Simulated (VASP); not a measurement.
# Lattice vibrations of ZrB2, part 3 of 4

Aim: the phonon dispersion and thermal properties of ZrB2. The start is a cell from a database of measured crystal structures.

VASP 6.6.1; PBEsol; plane waves and PAW (Zr_sv, B).

So far. Step 2 (Relax the host): The run ended after 4 ionic steps, 0.006 eV below its first step, once forces and stress met EDIFFG = -0.02. Step 3 (Tight relaxation): The run ended after 4 ionic steps, 0.000 eV below its first step, once forces and stress met EDIFFG = -0.002.

## 4. Force constants in the supercell

System of this step: ZrB2. The cell holds 54 atoms: 18 Zr and 36 B. Its edges and angles: a = 9.464 Å, b = 9.464 Å, c = 7.018 Å, α = 90.0°, β = 90.0°, γ = 120.0°. It derives from ZrB2.

Each independent atom is moved by 0.015 Å both ways; the forces give the force constants out to half the supercell.

The input, INCAR:

```
SYSTEM = ZrB2
PREC = Accurate
ENCUT = 390
EDIFF = 1E-07
NELM = 120
ISMEAR = 1
SIGMA = 0.2
LREAL = Auto
ALGO = Fast
GGA = PS
NBANDS = 200
LASPH = .TRUE.
LWAVE = .FALSE.
LCHARG = .FALSE.
KPAR = 4
IBRION = 6
NSW = 1
NFREE = 2
POTIM = 0.015
ISIF = 0
ADDGRID = .TRUE.
```

The input, POSCAR:

```
ZrB2
1.0
    9.4643549004      0.0000000000      0.0000000000
   -4.7321774502      8.1963717741      0.0000000000
    0.0000000000      0.0000000000      7.0184699884
Zr B
18 36
Direct
    0.0000000000      0.0000000000      0.0000000000
    0.0000000000      0.0000000000      0.5000000000
    0.0000000000      0.3333333333      0.0000000000
    0.0000000000      0.3333333333      0.5000000000
    0.0000000000      0.6666666667      0.0000000000
    0.0000000000      0.6666666667      0.5000000000
    0.3333333333      0.0000000000      0.0000000000
    0.3333333333      0.0000000000      0.5000000000
    0.3333333333      0.3333333333      0.0000000000
    0.3333333333      0.3333333333      0.5000000000
    0.3333333333      0.6666666667      0.0000000000
    0.3333333333      0.6666666667      0.5000000000
    0.6666666667      0.0000000000      0.0000000000
    0.6666666667      0.0000000000      0.5000000000
    0.6666666667      0.3333333333      0.0000000000
    0.6666666667      0.3333333333      0.5000000000
    0.6666666667      0.6666666667      0.0000000000
    0.6666666667      0.6666666667      0.5000000000
    0.2222222222      0.1111111111      0.2500000000
    0.2222222222      0.1111111111      0.7500000000
    0.2222222222      0.4444444444      0.2500000000
    0.2222222222      0.4444444444      0.7500000000
    0.2222222222      0.7777777778      0.2500000000
    0.2222222222      0.7777777778      0.7500000000
    0.5555555556      0.1111111111      0.2500000000
    0.5555555556      0.1111111111      0.7500000000
    0.5555555556      0.4444444444      0.2500000000
    0.5555555556      0.4444444444      0.7500000000
    0.5555555556      0.7777777778      0.2500000000
    0.5555555556      0.7777777778      0.7500000000
    0.8888888889      0.1111111111      0.2500000000
    0.8888888889      0.1111111111      0.7500000000
    0.8888888889      0.4444444444      0.2500000000
    0.8888888889      0.4444444444      0.7500000000
    0.8888888889      0.7777777778      0.2500000000
    0.8888888889      0.7777777778      0.7500000000
    0.1111111111      0.2222222222      0.2500000000
    0.1111111111      0.2222222222      0.7500000000
    0.1111111111      0.5555555556      0.2500000000
    0.1111111111      0.5555555556      0.7500000000
    0.1111111111      0.8888888889      0.2500000000
    0.1111111111      0.8888888889      0.7500000000
    0.4444444444      0.2222222222      0.2500000000
    0.4444444444      0.2222222222      0.7500000000
    0.4444444444      0.5555555556      0.2500000000
    0.4444444444      0.5555555556      0.7500000000
    0.4444444444      0.8888888889      0.2500000000
    0.4444444444      0.8888888889      0.7500000000
    0.7777777778      0.2222222222      0.2500000000
    0.7777777778      0.2222222222      0.7500000000
    0.7777777778      0.5555555556      0.2500000000
    0.7777777778      0.5555555556      0.7500000000
    0.7777777778      0.8888888889      0.2500000000
    0.7777777778      0.8888888889      0.7500000000
```

The input, KPOINTS:

```
Automatic mesh
0
Gamma
4 4 5
0 0 0
```

PAW data sets: Zr_sv and B (PBE family, release 64).

Started as:

```
$ mpirun -np 4 vasp_std
```

Log:

```text
[banner, memory and clock lines left out]
running    4 mpi-ranks, on    1 nodes
 distrk:  each k-point on    1 cores,    4 groups
 distr:  one band on    1 cores,    1 groups

 POSCAR found type information on POSCAR ZrB
 POSCAR found :  2 types and      54 ions
 [... a notice as in an earlier step ...]

 LDA part: xc-table for (Slater+PW92), standard interpolation
 POSCAR, INCAR and KPOINTS ok, starting setup
 FFT: planning ... GRIDC
 FFT: planning ... GRID_SOFT
 FFT: planning ... GRID
 WAVECAR not read
 entering main loop
       N       E                     dE             d eps       ncg     rms          rms(c)
DAV:   1     0.236040768928E+04    0.23604E+04   -0.14059E+05  4800   0.131E+03
DAV:   2    -0.273590768923E+03   -0.26340E+04   -0.25394E+04  5536   0.404E+02
DAV:   3    -0.502670097419E+03   -0.22908E+03   -0.22652E+03  6984   0.993E+01
DAV:   4    -0.520571564450E+03   -0.17901E+02   -0.17867E+02  7016   0.222E+01
DAV:   5    -0.521457950156E+03   -0.88639E+00   -0.88622E+00  6600   0.442E+00    0.976E+01
RMM:   6    -0.473881755044E+03    0.47576E+02   -0.12856E+02  5182   0.182E+01    0.444E+01
RMM:   7    -0.476974426931E+03   -0.30927E+01   -0.10231E+02  5653   0.132E+01    0.753E+00
RMM:   8    -0.477260860267E+03   -0.28643E+00   -0.41554E+01  5020   0.120E+01    0.137E+01
RMM:   9    -0.474888242557E+03    0.23726E+01   -0.64215E+00  5483   0.564E+00    0.116E+00
RMM:  10    -0.475140567115E+03   -0.25232E+00   -0.30234E+00  6674   0.202E+00    0.160E+00
RMM:  11    -0.475320390387E+03   -0.17982E+00   -0.12902E+00  6878   0.142E+00    0.340E+00
RMM:  12    -0.475217262137E+03    0.10313E+00   -0.37839E-01  5765   0.129E+00    0.132E+00
RMM:  13    -0.475223522515E+03   -0.62604E-02   -0.16409E-01  6853   0.696E-01    0.803E-01
RMM:  14    -0.475226412741E+03   -0.28902E-02   -0.43496E-02  7279   0.316E-01    0.651E-01
RMM:  15    -0.475226536279E+03   -0.12354E-03   -0.12656E-02  7316   0.214E-01    0.264E-01
RMM:  16    -0.475227038157E+03   -0.50188E-03   -0.75648E-03  7010   0.185E-01    0.175E-01
WARNING in EDDRMM: call to ZHEGV failed, returncode =   8  4    101
RMM:  17    -0.475227067310E+03   -0.29153E-04   -0.29320E-03  6823   0.881E-02    0.740E-02
WARNING in EDDRMM: call to ZHEGV failed, returncode =   8  4     95
WARNING in EDDRMM: call to ZHEGV failed, returncode =   6  3     76
WARNING in EDDRMM: call to ZHEGV failed, returncode =   6  3     95
WARNING in EDDRMM: call to ZHEGV failed, returncode =   6  3     97
RMM:  18    -0.475227151505E+03   -0.84195E-04   -0.21589E-03  6881   0.672E-02    0.206E-02
RMM:  19    -0.475227261639E+03   -0.11013E-03   -0.11916E-03  8059   0.381E-02    0.148E-02
WARNING in EDDRMM: call to ZHEGV failed, returncode =   6  3    132
RMM:  20    -0.475227323953E+03   -0.62314E-04   -0.69728E-04  8299   0.239E-02    0.160E-02
WARNING in EDDRMM: call to ZHEGV failed, returncode =   8  4     85
RMM:  21    -0.475227361551E+03   -0.37599E-04   -0.51709E-04  7522   0.198E-02    0.601E-03
WARNING in EDDRMM: call to ZHEGV failed, returncode =   8  4    116
WARNING in EDDRMM: call to ZHEGV failed, returncode =   6  3     42
WARNING in EDDRMM: call to ZHEGV failed, returncode =   8  4     43
WARNING in EDDRMM: call to ZHEGV failed, returncode =   8  4    106
WARNING in EDDRMM: call to ZHEGV failed, returncode =   8  4     95
RMM:  22    -0.475227394181E+03   -0.32630E-04   -0.36922E-04  8004   0.148E-02    0.422E-03
WARNING in EDDRMM: call to ZHEGV failed, returncode =   8  4     25
WARNING in EDDRMM: call to ZHEGV failed, returncode =   6  3     47
WARNING in EDDRMM: call to ZHEGV failed, returncode =   8  4     49
WARNING in EDDRMM: call to ZHEGV failed, returncode =   8  4     64
 num prob  num prob  num prob  num prob  num prob  num prob  num prob  num prob  num prob  num prob  num prob  num prob  num prob  num prob  num prob  num prob WARNING in EDDRMM: call to ZHEGV failed, returncode =   6  3     62
WARNING in EDDRMM: call to ZHEGV failed, returncode =   8  4     65
 num prob  num prob  num prob  num prob  num prob  num prob  num prob  num prob  num prob  num prob  num prob  num prob  num prob  num prob  num prob  num prob  num prob  num prob  num prob  num prob  num prob  num prob  num prob  num prob  num prob  num prob WARNING in EDDRMM: call to ZHEGV failed, returncode =   8  4    102
 num prob  num prob  num prob  num prob  num prob  num prob  num prob  num prob  num prob  num prob  num prob  num prob  num prob  num prob  num prob  num prob  num prob  num prob  num prob  num prob RMM:  23    -0.475227421102E+03   -0.26921E-04   -0.29616E-04  7244   0.106E-02    0.560E-03
 num prob  num prob  num prob  num prob  num prob  num prob  num prob  num prob  num prob  num prob  num prob  num prob  num prob  num prob WARNING in EDDRMM: call to ZHEGV failed, returncode =   6  3     48
 num prob  num prob  num prob  num prob  num prob  num prob  num prob  num prob  num prob  num prob  num prob  num prob  num prob  num prob  num prob  num prob  num prob  num prob  num prob  num prob  num prob  num prob  num prob  num prob  num prob  num prob  num prob  num prob WARNING in EDDRMM: call to ZHEGV failed, returncode =   6  3     90
 num prob  num prob  num prob  num prob  num prob  num prob  num prob  num prob  num prob  num prob  num prob  num prob  num prob  num prob  num prob  num prob  num prob  num prob  num prob  num prob  num prob  num prob  num prob  num prob  num prob  num prob  num prob  num prob  num prob  num prob WARNING in EDDRMM: call to ZHEGV failed, returncode =   8  4     21
WARNING in EDDRMM: call to ZHEGV failed, returncode =   8  4     24
WARNING in EDDRMM: call to ZHEGV failed, returncode =   8  4     27
 num prob  num prob  num prob  num prob  num prob  num prob  num prob  num prob  num prob  num prob  num prob  num prob  num prob  num prob  num prob  num prob  num prob  num prob  num prob  num prob  num prob  num prob  num prob  num prob  num prob  num prob  num prob  num prob  num prob  num prob  num prob  num prob  num prob  num prob  num prob  num prob  num prob  num prob  num prob  num prob  num prob  num prob  [...]
 num prob  num prob  num prob  num prob  num prob  num prob  num prob  num prob  num prob  num prob  num prob  num prob  num prob  num prob  num prob  num prob  num prob  num prob  num prob  num prob  num prob  num prob  num prob  num prob  num prob  num prob  num prob  num prob  num prob  num prob  num prob  num prob  num prob  num prob  num prob  num prob  num prob  num prob  num prob  num prob  num prob  num prob  [...]
[...]
num prob  num prob  num prob  num prob  num prob  num prob  num prob  num prob  num prob  num prob  num prob  num prob  num prob  num prob  num prob  num prob  num prob  num prob  num prob  num prob  num prob  num prob  num prob  num prob  num prob  num prob  num prob  num prob  num prob  num prob  num prob  num prob  num prob  num prob  num prob  num prob  num prob  num prob  num prob  num prob  num prob  num prob  [...]
WARNING in EDDRMM: call to ZHEGV failed, returncode =   6  3    143
 num prob  num prob  num prob  num prob  num prob  num prob  num prob  num prob  num prob RMM:  19    -0.475226158658E+03   -0.46977E-07   -0.15776E-06  3998   0.251E-03    0.941E-04
 num prob  num prob  num prob  num prob  num prob  num prob  num prob  num prob  num prob  num prob  num prob  num prob  num prob  num prob  num prob  num prob  num prob  num prob  num prob  num prob  num prob  num prob  num prob  num prob  num prob  num prob  num prob  num prob  num prob  num prob  num prob  num prob  num prob  num prob  num prob  num prob  num prob  num prob  num prob  num prob  num prob  num prob  [...]
 num prob  num prob  num prob  num prob  num prob  num prob  num prob  num prob  num prob  num prob  num prob  num prob  num prob  num prob  num prob  num prob  num prob  num prob  num prob  num prob  num prob  num prob  num prob  num prob  num prob  num prob  num prob  num prob  num prob  num prob  num prob  num prob  num prob  num prob  num prob  num prob  num prob  num prob  num prob  num prob  num prob  num prob  [...]
 num prob  num prob  num prob  num prob  num prob  num prob  num prob  num prob  num prob  num prob  num prob  num prob  num prob  num prob  num prob  num prob  num prob  num prob  num prob  num prob  num prob  num prob  num prob  num prob  num prob  num prob  num prob  num prob  num prob  num prob  num prob  num prob  num prob  num prob  num prob  num prob  num prob  num prob  num prob  num prob  num prob  num prob  [...]
 num prob  num prob  num prob  num prob  num prob  num prob  num prob  num prob  num prob  num prob  num prob  num prob  num prob  num prob  num prob  num prob  num prob  num prob  num prob  num prob  num prob  num prob  num prob  num prob  num prob  num prob  num prob  num prob  num prob  num prob  num prob  num prob  num prob  num prob  num prob  num prob  num prob  num prob  num prob  num prob  num prob  num prob  [...]
 num prob  num prob  num prob  num prob  num prob  num prob  num prob  num prob  num prob  num prob  num prob  num prob  num prob  num prob  num prob  num prob  num prob  num prob  num prob  num prob  num prob  num prob  num prob  num prob  num prob  num prob  num prob  num prob  num prob  num prob  num prob  num prob  num prob  num prob  num prob  num prob  num prob  num prob  num prob  num prob  num prob  num prob  [...]
 num prob  num prob  num prob  num prob  num prob  num prob  num prob  num prob  num prob  num prob  num prob  num prob  num prob  num prob  num prob  num prob  num prob  num prob  num prob  num prob  num prob  num prob  num prob  num prob  num prob  num prob  num prob  num prob  num prob  num prob  num prob  num prob  num prob  num prob  num prob  num prob  num prob  num prob  num prob  num prob  num prob  num prob  [...]
 num prob  num prob  num prob  num prob  num prob  num prob  num prob  num prob  num prob  num prob  num prob  num prob  num prob  num prob  num prob  num prob  num prob  num prob  num prob  num prob  num prob  num prob  num prob  num prob  num prob  num prob  num prob  num prob  num prob  num prob  num prob  num prob  num prob  num prob  num prob  num prob  num prob  num prob  num prob  num prob  num prob  num prob  [...]
 num prob  num prob  num prob  num prob  num prob  num prob  num prob  num prob  num prob  num prob  num prob  num prob  num prob  num prob  num prob  num prob  num prob  num prob  num prob  num prob  num prob  num prob  num prob  num prob  num prob  num prob  num prob  num prob  num prob  num prob  num prob  num prob  num prob  num prob  num prob  num prob  num prob  num prob  num prob  num prob  num prob  num prob  [...]
 num prob  num prob  num prob  num prob  num prob  num prob  num prob  num prob  num prob  num prob  num prob  num prob  num prob  num prob  num prob  num prob  num prob  num prob  num prob  num prob  num prob  num prob  num prob  num prob  num prob  num prob  num prob  num prob  num prob  num prob  num prob  num prob  num prob  num prob  num prob  num prob  num prob  num prob  num prob  num prob  num prob  num prob  [...]
 num prob  num prob  num prob  num prob  num prob  num prob  num prob  num prob  num prob  num prob  num prob  num prob  num prob  num prob  num prob  num prob  num prob  num prob  num prob  num prob  num prob  num prob WARNING in EDDRMM: call to ZHEGV failed, returncode =   8  4    143
 num prob  num prob  num prob  num prob  num prob  num prob  num prob  num prob  num prob  num prob  num prob RMM:  24    -0.475226158810E+03   -0.77416E-08   -0.11111E-06  3912   0.241E-03    0.303E-04
 num prob  num prob  num prob  num prob  num prob  num prob  num prob  num prob  num prob  num prob  num prob  num prob  num prob  num prob  num prob  num prob  num prob  num prob  num prob  num prob  num prob  num prob  num prob  num prob  num prob  num prob  num prob  num prob  num prob  num prob  num prob  num prob  num prob  num prob  num prob  num prob  num prob WARNING in EDDRMM: call to ZHEGV failed, returncode =   8  4    117
 num prob  num prob  num prob  num prob  num prob  num prob  num prob  num prob  num prob  num prob  num prob  num prob  num prob  num prob  num prob  num prob  num prob  num prob  num prob  num prob  num prob  num prob  num prob  num prob  num prob  num prob  num prob  num prob  num prob  num prob  num prob  num prob  num prob  num prob  num prob  num prob  num prob  num prob  num prob  num prob  num prob  num prob  [...]
WARNING in EDDRMM: call to ZHEGV failed, returncode =   8  4     28
 num prob  num prob  num prob  num prob  num prob  num prob  num prob  num prob  num prob  num prob  num prob  num prob  num prob  num prob  num prob  num prob  num prob  num prob  num prob  num prob  num prob  num prob  num prob  num prob  num prob  num prob  num prob  num prob  num prob  num prob  num prob  num prob  num prob  num prob  num prob  num prob WARNING in EDDRMM: call to ZHEGV failed, returncode =   8  4    115
 num prob  num prob  num prob  num prob  num prob  num prob  num prob  num prob  num prob  num prob  num prob  num prob  num prob  num prob  num prob  num prob  num prob  num prob  num prob  num prob  num prob  num prob  num prob  num prob  num prob  num prob  num prob  num prob  num prob  num prob  num prob  num prob  num prob  num prob  num prob  num prob  num prob  num prob  num prob  num prob  num prob  num prob  [...]
 num prob  num prob  num prob  num prob  num prob  num prob  num prob  num prob  num prob  num prob  num prob  num prob  num prob  num prob  num prob  num prob  num prob  num prob  num prob  num prob  num prob  num prob  num prob  num prob  num prob  num prob  num prob  num prob  num prob  num prob  num prob  num prob  num prob  num prob  num prob  num prob  num prob  num prob  num prob  num prob  num prob  num prob  [...]
 num prob  num prob  num prob  num prob  num prob  num prob  num prob  num prob  num prob  num prob  num prob  num prob  num prob  num prob  num prob  num prob  num prob  num prob  num prob  num prob  num prob WARNING in EDDRMM: call to ZHEGV failed, returncode =   8  4     98
 num prob  num prob  num prob  num prob  num prob  num prob  num prob  num prob  num prob  num prob  num prob  num prob  num prob  num prob  num prob  num prob  num prob  num prob  num prob  num prob  num prob  num prob  num prob  num prob  num prob  num prob  num prob  num prob  num prob  num prob  num prob  num prob  num prob  num prob  num prob  num prob  num prob RMM:  27    -0.475226158856E+03    0.33178E-08   -0.99026E-07  3806   0.237E-03
   9 F= -.47522616E+03 E0= -.47522249E+03  d E =-.110055E-01
 Finite differences progress:
  Degree of freedom:   4/  4
  Displacement:        2/  2
  Total:               8/  8
```

Elapsed: 2.8 h, on 4 MPI ranks of AMD EPYC 7R43, shared host; peak memory 10 GiB; 11 h of CPU time.

(Continued in part 4 of 4.)

[Lines on the potential files, build, host, timing and source positions are cut from VASP's logs without a mark.]

[Logs are printed without paths, hosts, clocks, repeated set-up lines and the standing remarks that a program may print on its own settings, such as how far it seeks lower states.]

[Hosts, paths, dates, database ids (printed as entryN), source tags and the programs' standing remarks are cut or masked in the printed files.]

[Runs that stopped without an error message from VASP are left out.]
